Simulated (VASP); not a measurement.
Consider the following.

```
KBr
1.0
    0.00000     3.19061     3.19061
    3.19061     0.00000     3.19061
    3.19061     3.19061     0.00000
K Br
1 1
Direct
  0.00000   0.00000   0.00000
  0.50000   0.50000   0.50000
```

Calculation: LDA (Ceperley-Alder, Perdew-Zunger), VASP's LDA PAW potentials (set 64) (plane waves; VASP). Run with 520 eV cut-off, 7×7×7 Γ-centred mesh, Gaussian smearing of 0.050 eV, potentials K_sv Br.

Task: Predict the energy per atom (σ→0), band gap (on the k-mesh) with the smallest direct gap where there is one.

Result: 
```json
{
  "band gap (on the k-mesh)": "4.32 eV",
  "smallest direct gap (on the k-mesh)": "4.32 eV",
  "energy per atom (σ→0)": "-3.417 eV/atom"
}
```

Total energies compare only between runs with the same potentials, cut-off and functional.

The compound is KBr in the rock salt structure. It was relaxed first, which changed the volume by -10 %.
